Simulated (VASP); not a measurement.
The input files of a VASP run:

File POSCAR:
```
Rb
1
   -2.8106782760     2.8106782760     2.8106782760
    2.8106782760    -2.8106782760     2.8106782760
    2.8106782760     2.8106782760    -2.8106782760
Rb
1
Direct
  0.0000000000   0.0000000000   0.0000000000
```

### INCAR
```
SYSTEM = Rb
PREC = Accurate
ENCUT = 520
EDIFF = 1E-7
NELM = 100
ALGO = Normal
LREAL = .FALSE.
LASPH = .TRUE.
ISMEAR = -5
GGA = PE
IVDW = 11
LMAXMIX = 4
LWAVE = .FALSE.
LCHARG = .TRUE.
LORBIT = 11
NEDOS = 601
ISIF = 2
```

### KPOINTS
```
Automatic mesh
0
gamma
  10 10 10
```

POTCAR, in this order: Rb_sv (PBE.64 set). Program: vasp_std.

Question: Translate this PBE-D3 (zero damping) calculation to Quantum ESPRESSO's pw.x.

Answer: One equivalent input (not run):
```
&CONTROL
  calculation = 'scf'
  pseudo_dir = './pseudo'
  outdir = './out'
  tprnfor = .true.
  tstress = .true.
/
&SYSTEM
  ibrav = 0
  nat = 1
  ntyp = 1
  ecutwfc = 46.3
  occupations = 'tetrahedra'
  input_dft = 'pbe'
  vdw_corr = 'grimme-d3'
  dftd3_version = 3
  dftd3_threebody = .false.
/
&ELECTRONS
  conv_thr = 7.3e-09
  electron_maxstep = 100
/
ATOMIC_SPECIES
  Rb 85.468 Rb.upf
CELL_PARAMETERS angstrom
    -2.8106783    2.8106783    2.8106783
     2.8106783   -2.8106783    2.8106783
     2.8106783    2.8106783   -2.8106783
ATOMIC_POSITIONS crystal
  Rb   0.0000000  0.0000000  0.0000000
K_POINTS automatic
  10 10 10 0 0 0
```
The two are equivalent in intent, not identical: the potentials are each code's own (VASP's PAW set, PseudoDojo norm-conserving files in pw.x), so ENCUT and ecutwfc are chosen apart and not converted; conv_thr bounds pw.x's estimated SCF error, while EDIFF bounds the energy change between steps.

The compound is Rb in the bcc structure. It was relaxed first.
